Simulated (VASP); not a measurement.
Output of a VASP run:

File OSZICAR:
```
       N       E                     dE             d eps       ncg     rms          rms(c)
DAV:   1     0.383958483882E+03    0.38396E+03   -0.19845E+04   836   0.404E+03
DAV:   2     0.641673332567E+02   -0.31979E+03   -0.31427E+03   660   0.607E+02
DAV:   3     0.143465550766E+02   -0.49821E+02   -0.49467E+02   695   0.179E+02
DAV:   4     0.125876789130E+02   -0.17589E+01   -0.17573E+01   728   0.409E+01
DAV:   5     0.125598971741E+02   -0.27782E-01   -0.27778E-01   739   0.503E+00    0.137E+01
DAV:   6     0.141743920489E+02    0.16145E+01   -0.12030E+00   904   0.114E+01    0.801E+00
DAV:   7     0.148649084739E+02    0.69052E+00   -0.15291E+00   852   0.935E+00    0.847E-01
DAV:   8     0.148699833710E+02    0.50749E-02   -0.25203E-01   751   0.588E+00    0.466E-01
DAV:   9     0.148713051735E+02    0.13218E-02   -0.31443E-02   778   0.238E+00    0.423E-01
DAV:  10     0.148721672558E+02    0.86208E-03   -0.26349E-03   906   0.631E-01    0.159E-01
DAV:  11     0.148723989420E+02    0.23169E-03   -0.65800E-04   772   0.353E-01    0.458E-02
DAV:  12     0.148724502362E+02    0.51294E-04   -0.12695E-04   865   0.200E-01    0.164E-02
DAV:  13     0.148724485437E+02   -0.16925E-05   -0.21878E-05   785   0.798E-02    0.106E-02
DAV:  14     0.148724483762E+02   -0.16750E-06   -0.29282E-06   594   0.204E-02
   1 F= 0.14872448E+02 E0= 0.14874145E+02  d E =-.339253E-02
```

OUTCAR:
```
------------------------ aborting loop because EDIFF is reached ----------------------------------------
  FORCE on cell =-STRESS in cart. coord.  units (eV):
  Direction    XX          YY          ZZ          XY          YZ          ZX
  --------------------------------------------------------------------------------------
  Total       93.1760565     93.1760565     93.1760565      0.0000000      0.0000000      0.0000000
  in kB     3491.3781861   3491.3781861   3491.3781861      0.0000000      0.0000000      0.0000000
  external PRESSURE =    3491.3781861 kB  Pullay stress =       0.0000000 kB
  volume of cell :       42.76
      direct lattice vectors                 reciprocal lattice vectors
     0.000000000  2.775424000  2.775424000    -0.180152654  0.180152654  0.180152654
     2.775424000  0.000000000  2.775424000     0.180152654 -0.180152654  0.180152654
     2.775424000  2.775424000  0.000000000     0.180152654  0.180152654 -0.180152654
 POSITION                                       TOTAL-FORCE (eV/Angst)
 -----------------------------------------------------------------------------------
      3.46928      3.46928      3.46928         0.000000     -0.000000      0.000000
      3.46928      2.08157      2.08157        -0.000000     -0.000000     -0.000000
      2.08157      2.08157      3.46928        -0.000000      0.000000      0.000000
      2.08157      3.46928      2.08157         0.000000      0.000000      0.000000
 -----------------------------------------------------------------------------------
    total drift:                                0.000000     -0.000000      0.000000
  FREE ENERGIE OF THE ION-ELECTRON SYSTEM (eV)
  ---------------------------------------------------
  free  energy   TOTEN  =        14.8724483762 eV

  energy  without entropy=       14.8758409055  energy(sigma->0) =       14.87414464
```
(Selected blocks of OUTCAR.)

**POSCAR**
```
Ge
1
    0.0000000000     2.7754240000     2.7754240000
    2.7754240000     0.0000000000     2.7754240000
    2.7754240000     2.7754240000     0.0000000000
Ge
4
Direct
  0.6250000000   0.6250000000   0.6250000000
  0.1250000000   0.6250000000   0.6250000000
  0.6250000000   0.6250000000   0.1250000000
  0.6250000000   0.1250000000   0.6250000000
```

Reconstruct the remaining input files.

This is not unique; one that fits is the input of the run itself, PBE GGA, plane waves, VASP's PBE PAW potentials (set 64).

### KPOINTS
```
Automatic mesh
0
Gamma
5 5 5
0 0 0
```

### INCAR
```
! general
SYSTEM  = Ge
PREC    = Accurate
ENCUT   = 300   ! plane-wave cut-off (eV)
LREAL   = F
LASPH   = T   ! aspherical one-centre terms

! electronic loop
EDIFF   = 1E-6
NELM    = 100
ALGO    = Normal   ! blocked Davidson
LMAXMIX = 4   ! l cut-off of mixed one-centre charges

! smearing
ISMEAR  = 0
SIGMA   = 0.1   ! width (eV)

! functional
GGA     = PE   ! PBE

! ions
ISIF    = 2

! output
LWAVE   = F
LCHARG  = F
```

POTCAR, in this order: Ge_d (PBE.64 set). Program: vasp_std.

At this cut-off the stress carries a Pulay error, which pulls relaxed volumes low.

The structure comes from a measured Ge entry of the Crystallography Open Database, whose conditions weren't checked. The cell was not relaxed at this level, and its volume differs by -5.9 % from the start's. The k-mesh is coarse (spacing up to 0.39 per Å, 2π included), so the numbers may not be converged in it.
